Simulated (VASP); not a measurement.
# Na3Cd2 (Pmmm) in VASP: density of states with PBE

Aim: the density of states of Na3Cd2 with PBE.

Everything below comes from runs of VASP 6.6.1. Logs are shortened: lines on timing, memory, paths and dates and some standing lists are left out, and cuts for length are marked.

## 1. The crystal as given

Symmetry: Pmmm, No. 47, orthorhombic system. Conventional cell: a = 5.559 Å, b = 6.838 Å, c = 8.243 Å, α = 90.00°, β = 90.00°, γ = 90.00°. Na (site symmetry mmm) has 2 Cd at 2.78 Å as nearest neighbours. Around Na (site symmetry mmm) lie 2 Na at 2.78 Å. Around Na (site symmetry mmm) lie 2 Na at 2.78 Å. Cd (site symmetry mmm) has 2 Cd at 3.42 Å as nearest neighbours. Cd (site symmetry mmm) has 2 Na at 2.78 Å as nearest neighbours.

The cell was built by a generator and needn't be a form met in nature.

## 2. Density of states, PBE

Contents of POSCAR:

```
Na3Cd2
1.0
    8.2434680000      0.0000000000      0.0000000000
    0.0000000000      6.8380930000      0.0000000000
    0.0000000000      0.0000000000      5.5585730000
Na Cd
3 2
Direct
    0.5000000000      0.0000000000      0.0000000000
    0.0000000000      0.0000000000      0.5000000000
    0.0000000000      0.0000000000      0.0000000000
    0.5000000000      0.5000000000      0.5000000000
    0.5000000000      0.0000000000      0.5000000000
```

Contents of INCAR.step1:

```
PREC = Accurate ; ENCUT = 520
EDIFF = 1E-7 ; ISMEAR = -1
SIGMA = 0.035 ; LREAL = False
LASPH = True ; NELM = 60
ALGO = Normal ; ISIF = 2
LWAVE = False ; LCHARG = True
GGA = PE ; NBANDS = 30
```

Contents of KPOINTS.step1:

```
regular mesh
0
Gamma
  4 5 6
```

Contents of INCAR.step2:

```
PREC = Accurate ; ENCUT = 520
EDIFF = 1E-7 ; ISMEAR = -5
SIGMA = 0.035 ; LREAL = False
LASPH = True ; NELM = 60
ALGO = Normal ; ISIF = 2
LWAVE = False ; LCHARG = False
GGA = PE ; LORBIT = 11
NBANDS = 30 ; NEDOS = 2001
ICHARG = 11
```

Contents of KPOINTS.step2:

```
regular mesh
0
Gamma
  6 8 9
```

Potentials or basis: VASP PAW PBE potentials, release 64 (Na_pv, Cd).

On the command line:

```
cat potpaw_PBE.64/Na_pv/POTCAR potpaw_PBE.64/Cd/POTCAR > POTCAR
cp INCAR.step1 INCAR
cp KPOINTS.step1 KPOINTS
mpirun -np 1 vasp_std > vasp.out
cp INCAR.step2 INCAR
cp KPOINTS.step2 KPOINTS
mpirun -np 1 vasp_std > vasp.out
```

OUTCAR:

```text
PREC = Accurate
   ENCUT = 520
   EDIFF = 1E-7
   ISMEAR = -5
   LREAL = False
   LASPH = True
   NELM = 60
   ISIF = 2
   GGA = PE
   LORBIT = 11
   ICHARG = 11

 ion  position               nearest neighbor table
   1  0.500  0.000  0.000-   5 2.78   5 2.78
   2  0.000  0.000  0.500-   3 2.78   3 2.78
   3  0.000  0.000  0.000-   2 2.78   2 2.78
   4  0.500  0.500  0.500-   5 3.42   5 3.42
   5  0.500  0.000  0.500-   1 2.78   1 2.78   4 3.42   4 3.42

  LATTYP: Found a simple orthorhombic cell.
 ALAT       =     5.5585730000
 B/A-ratio  =     1.2301885754
 C/A-ratio  =     1.4830187532

  Lattice vectors:

 A1 = (   0.0000000000,   0.0000000000,  -5.5585730000)
 A2 = (   0.0000000000,   6.8380930000,   0.0000000000)
 A3 = (   8.2434680000,   0.0000000000,   0.0000000000)

Analysis of symmetry for initial positions (statically):
=====================================================================
 Subroutine PRICEL returns:
 Original cell was already a primitive cell.

 Routine SETGRP: Setting up the symmetry group for a
 simple orthorhombic supercell.

 Subroutine GETGRP returns: Found  8 space group operations
 (whereof  8 operations were pure point group operations)
 out of a pool of  8 trial point group operations.

The static configuration has the point symmetry D_2h.

Analysis of symmetry for dynamics (positions and initial velocities):
=====================================================================
 Subroutine PRICEL returns:
 Original cell was already a primitive cell.

 Routine SETGRP: Setting up the symmetry group for a
 simple orthorhombic supercell.

 Subroutine GETGRP returns: Found  8 space group operations
 (whereof  8 operations were pure point group operations)
 out of a pool of  8 trial point group operations.

The dynamic configuration has the point symmetry D_2h.

 Subroutine INISYM returns: Found  8 space group operations
 (whereof  8 operations are pure point group operations),
 and found     1 'primitive' translations

----------------------------------------------------------------------------------------

                                     Primitive cell

  volume of cell :     313.3345

  direct lattice vectors                    reciprocal lattice vectors
     8.243468000  0.000000000  0.000000000     0.121308168  0.000000000  0.000000000
     0.000000000  6.838093000  0.000000000     0.000000000  0.146239602  0.000000000
     0.000000000  0.000000000  5.558573000     0.000000000  0.000000000  0.179902288

  length of vectors
     8.243468000  6.838093000  5.558573000     0.121308168  0.146239602  0.179902288

  position of ions in fractional coordinates (direct lattice)
     0.500000000  0.000000000  0.000000000
     0.000000000  0.000000000  0.500000000
     0.000000000  0.000000000  0.000000000
     0.500000000  0.500000000  0.500000000
     0.500000000  0.000000000  0.500000000

  ion indices of the primitive-cell ions
   primitive index   ion index
                 1           1
                 2           2
                 3           3
                 4           4
                 5           5

----------------------------------------------------------------------------------------

 KPOINTS: regular mesh

Automatic generation of k-mesh.
 Grid dimensions read from file:
 generate k-points for:    6    8    9

 Generating k-lattice:

  Cartesian coordinates                     Fractional coordinates (reciprocal lattice)
     0.020218028  0.000000000  0.000000000     0.166666667  0.000000000  0.000000000
     0.000000000  0.018279950  0.000000000     0.000000000  0.125000000  0.000000000
     0.000000000  0.000000000  0.019989143     0.000000000  0.000000000  0.111111111

  Length of vectors
     0.020218028  0.018279950  0.019989143

  Shift w.r.t. Gamma in fractional coordinates (k-lattice)
     0.000000000  0.000000000  0.000000000

 TETIRR: Found   1296 inequivalent tetrahedra from     2592

 Subroutine IBZKPT returns following result:
 ===========================================

 Found    100 irreducible k-points:

 Following reciprocal coordinates:
            Coordinates               Weight
  0.000000  0.000000  0.000000      1.000000
  0.166667  0.000000  0.000000      2.000000
  0.333333  0.000000  0.000000      2.000000
  0.500000  0.000000  0.000000      1.000000
  0.000000  0.125000  0.000000      2.000000
  0.166667  0.125000  0.000000      4.000000
[... 16 lines left out ...]
  0.333333  0.000000  0.111111      4.000000
  0.500000  0.000000  0.111111      2.000000
 [... further k-points ...]
   k-points           NKPTS =    100   k-points in BZ     NKDIM =    100   number of bands    NBANDS=     30
   number of dos      NEDOS =   2001   number of ions     NIONS =      5
   total plane-waves  NPLWV = 145152
   dimension x,y,z NGX =    64 NGY =   54 NGZ =   42
   dimension x,y,z NGXF=   128 NGYF=  108 NGZF=   84
   ions per type =               3   2
   NGX,Y,Z   is equivalent  to a cutoff of  12.91, 13.13, 12.56 a.u.
   NGXF,Y,Z  is equivalent  to a cutoff of  25.81, 26.26, 25.12 a.u.
 SYSTEM =  unknown system
   PREC   = accura    normal or accurate (medium, high low for compatibility)
   ISTART =      0    job   : 0-new  1-cont  2-samecut
   ICHARG =     11    charge: 1-file 2-atom 10-const
   ISPIN  =      1    spin polarized calculation?
   LNONCOLLINEAR =      F non collinear calculations
   LSORBIT =      F    spin-orbit coupling
   LASPH  =      T    aspherical Exc in radial PAW
   ENCUT  =  520.0 eV  38.22 Ry    6.18 a.u.  15.33 12.71 10.34*2*pi/ulx,y,z
   NELM   =     60;   NELMIN=  2; NELMDL=  0     # of ELM steps
   EDIFF  = 0.1E-06   stopping-criterion for ELM
   LREAL  =      F    real-space projection
   EDIFFG = 0.1E-05   stopping-criterion for IOM
   NSW    =      0    number of steps for IOM
   IBRION =     -1    ionic relax: 0-MD 1-quasi-New 2-CG
   NFREE  =      0    steps in history (QN), initial steepest desc. (CG)
   ISIF   =      2    stress and relaxation
   ISYM   =      2    0-nonsym 1-usesym 2-fastsym
   POTIM  = 0.5000    time-step for ionic-motion
   TEBEG  =    0.0;   TEEND  =   0.0 temperature during run
   PSTRESS=    0.0 pullay stress
   NELECT =      45.0000    total number of electrons
   NUPDOWN=      -1.0000    fix difference up-down
   EMIN   =  10.00;   EMAX   =-10.00  energy-range for DOS
   EFERMI =   0.00;   METHOD = LEGACY
   ISMEAR =    -5;   SIGMA  =   0.04  broadening in eV -4-tet -1-fermi 0-gaus
   EFERMI_NEDOS =   21; number of points for ismear=-14 and -15
   IALGO  =     38    algorithm
   IMIX   =      4    mixing-type and parameters
     AMIX     =   0.40;   BMIX     =  1.00
     AMIX_MAG =   1.60;   BMIX_MAG =  1.00
  volume/ion in A,a.u.               =      62.67       422.90
  Fermi-wavevector in a.u.,A,eV,Ry     =   0.857320  1.620100 10.000247  0.734997
  Thomas-Fermi vector in A             =   1.974355
   LORBIT       =     11    0 simple, 1 ext, 2 COOP (PROOUT), +10 PAW based schemes
   GGA     = PE    functional components
   LHFCALC =     F    Hartree Fock is set to
   AEXX    =    0.0000 exact exchange contribution
   IVDW    =     0    specifies the selected vdW correction
   LEPSILON=     F    determine dielectric tensor
   LRPA    =     F    only Hartree local field effects (RPA)
 non-spin polarized calculation
 Fermi weights with tetrahedron method with Bloechl corrections
  energy-cutoff  :      520.00
  volume of cell :      313.33
 maximum number of plane-waves:      8483
 NGX is ok and might be reduce to    64

 number of electron      45.0000006 magnetization

 Free energy of the ion-electron system (eV)
  ---------------------------------------------------
  ext. energy  EPLUGINS =         0.00000000
  ---------------------------------------------------
  free energy    TOTEN  =        -3.07593501 eV

  energy without entropy =       -3.07593501  energy(sigma->0) =       -3.07593501

 E-fermi :  -0.9021     XC(G=0):  -5.3276

 val. band max:       -0.8823691660   @ k =   0.1667   0.5000   0.4444
 cond. band min:      -0.9831317507   @ k =   0.0000   0.0000   0.0000
 fundamental gap:     -0.1007625847
 Fermi energy:        -0.9020512875

 k-point     1 :       0.0000    0.0000    0.0000
  band No.  band energies     occupation
      1     -26.7691      2.00000
      2     -26.5967      2.00000
      3     -26.5703      2.00000
      4     -26.5296      2.00000
      5     -26.4972      2.00000
      6     -26.4905      2.00000
[... 22 lines left out ...]
     29       2.3383      0.00000
     30       2.6518      0.00000

 k-point     2 :       0.1667    0.0000    0.0000
  band No.  band energies     occupation
      1     -26.7691      2.00000
      2     -26.5967      2.00000
      3     -26.5703      2.00000
      4     -26.5296      2.00000
      5     -26.4972      2.00000
      6     -26.4905      2.00000
[... 22 lines left out ...]
     29       2.1975      0.00000
     30       2.8417      0.00000

 k-point     3 :       0.3333    0.0000    0.0000
  band No.  band energies     occupation
      1     -26.7691      2.00000
      2     -26.5967      2.00000
      3     -26.5703      2.00000
      4     -26.5296      2.00000
      5     -26.4972      2.00000
      6     -26.4905      2.00000
[... 22 lines left out ...]
     29       1.9663      0.00000
     30       2.4451      0.00000

 k-point     4 :       0.5000    0.0000    0.0000
  band No.  band energies     occupation
      1     -26.7691      2.00000
      2     -26.5967      2.00000
      3     -26.5703      2.00000
      4     -26.5296      2.00000
      5     -26.4972      2.00000
      6     -26.4905      2.00000
[... 22 lines left out ...]
     29       1.8650      0.00000
     30       2.5285      0.00000

 k-point     5 :       0.0000    0.1250    0.0000
  band No.  band energies     occupation
      1     -26.7691      2.00000
      2     -26.5967      2.00000
      3     -26.5703      2.00000
      4     -26.5296      2.00000
      5     -26.4972      2.00000
      6     -26.4905      2.00000
[... 22 lines left out ...]
     29       2.3453      0.00000
     30       2.8812      0.00000
[... 526 lines left out ...]
     29       2.3150      0.00000
     30       2.5867      0.00000

 k-point    22 :       0.1667    0.0000    0.1111
  band No.  band energies     occupation
      1     -26.7611      2.00000
      2     -26.5962      2.00000
      3     -26.5698      2.00000
      4     -26.5301      2.00000
      5     -26.4987      2.00000
      6     -26.4977      2.00000
[... 22 lines left out ...]
     29       2.2857      0.00000
     30       2.6057      0.00000

 k-point    23 :       0.3333    0.0000    0.1111
  band No.  band energies     occupation
      1     -26.7611      2.00000
      2     -26.5962      2.00000
      3     -26.5698      2.00000
      4     -26.5301      2.00000
      5     -26.4987      2.00000
      6     -26.4977      2.00000
[... 22 lines left out ...]
     29       2.0036      0.00000
     30       2.6533      0.00000

 k-point    24 :       0.5000    0.0000    0.1111
  band No.  band energies     occupation
      1     -26.7611      2.00000
      2     -26.5962      2.00000
      3     -26.5698      2.00000
      4     -26.5301      2.00000
      5     -26.4987      2.00000
      6     -26.4977      2.00000
[... 22 lines left out ...]
     29       1.5142      0.00000
     30       2.6850      0.00000

 [... further k-points ...]

------------------------ aborting loop because EDIFF is reached ----------------------------------------

  FORCE on cell =-STRESS in cart. coord.  units (eV):
  Direction    XX          YY          ZZ          XY          YZ          ZX
  --------------------------------------------------------------------------------------
  -------------------------------------------------------------------------------------
  Total       -2.7420556     -2.1407774      5.9370068      0.0000000      0.0000000      0.0000000
  in kB      -14.0209866    -10.9464633     30.3577694      0.0000000      0.0000000      0.0000000
  external PRESSURE =       1.7967732 kB  Pullay stress =       0.0000000 kB

 VOLUME and BASIS-vectors are now :
 -----------------------------------------------------------------------------
  energy-cutoff  :      520.00
  volume of cell :      313.33
      direct lattice vectors                 reciprocal lattice vectors
     8.243468000  0.000000000  0.000000000     0.121308168  0.000000000  0.000000000
     0.000000000  6.838093000  0.000000000     0.000000000  0.146239602  0.000000000
     0.000000000  0.000000000  5.558573000     0.000000000  0.000000000  0.179902288

 POSITION                                       TOTAL-FORCE (eV/Angst)
 -----------------------------------------------------------------------------------
      4.12173      0.00000      0.00000         0.000000      0.000000      0.000000
      0.00000      0.00000      2.77929         0.000000      0.000000      0.000000
      0.00000      0.00000      0.00000         0.000000      0.000000      0.000000
      4.12173      3.41905      2.77929         0.000000      0.000000      0.000000
      4.12173      0.00000      2.77929         0.000000      0.000000      0.000000
 -----------------------------------------------------------------------------------
    total drift:                                0.000000      0.000000      0.000000

  FREE ENERGIE OF THE ION-ELECTRON SYSTEM (eV)
  ---------------------------------------------------
  free  energy   TOTEN  =        -3.0759350057 eV

  energy  without entropy=       -3.0759350057  energy(sigma->0) =       -3.07593501

 total charge

# of ion       s       p       d       tot
------------------------------------------
    1        0.112   5.966   0.000   6.078
    2        0.132   5.949   0.000   6.081
    3        0.130   5.951   0.000   6.081
    4        0.711   0.046   9.512  10.269
    5        0.695   0.130   9.489  10.313
--------------------------------------------------
tot          1.779  18.042  19.001  38.822
```

It took 5.4 min on 1 thread of Intel Xeon 6975P-C (Granite Rapids), shared host; peak memory 0.89 GiB.

What came out:

```
Valence electrons inside the program's atomic spheres : Na 6.08; Cd 10.27, 10.31
```

Levels at points of the mesh, in eV from the Fermi level:
```csv
k point,band 20,band 21,band 22,band 23,band 24,band 25
"(0.00, 0.00, 0.00)",-4.30,-1.45,-0.91,-0.27,-0.08,1.13
"(0.50, 0.00, 0.00)",-4.25,-1.72,-1.33,-0.01,1.22,1.68
"(0.00, 0.50, 0.00)",-3.80,-3.09,-0.81,0.07,1.12,1.45
"(0.50, 0.50, 0.00)",-3.73,-3.07,-1.49,0.40,1.64,1.96
```

States per cell in windows of 1 eV (zero at the Fermi level; states under -8 eV left out):
```tsv
from (eV)	total	Cd4_s	Cd5_s	Cd5_p	Cd4_p	Na2_s	Na3_s
-8.0	0.00	0.00	0.00	0.00	0.00	0.00	0.00
-7.0	0.00	0.00	0.00	0.00	0.00	0.00	0.00
-6.0	0.00	0.00	0.00	0.00	0.00	0.00	0.00
-5.0	0.67	0.07	0.14	0.00	0.00	0.00	0.00
-4.0	1.37	0.12	0.34	0.00	0.01	0.00	0.00
-3.0	1.13	0.31	0.07	0.02	0.01	0.00	0.00
-2.0	1.90	0.21	0.11	0.03	0.01	0.06	0.07
-1.0	1.95	0.01	0.04	0.08	0.02	0.07	0.06
0.0	3.50	0.03	0.03	0.18	0.11	0.04	0.06
1.0	4.13	0.05	0.04	0.15	0.16	0.05	0.04
2.0	5.07	0.04	0.04	0.15	0.24	0.05	0.02
3.0	2.31	0.02	0.02	0.11	0.10	0.01	0.01
4.0	0.00	0.00	0.00	0.00	0.00	0.00	0.00
```

Caveat: tetrahedron occupations give inexact forces and stress in metals.
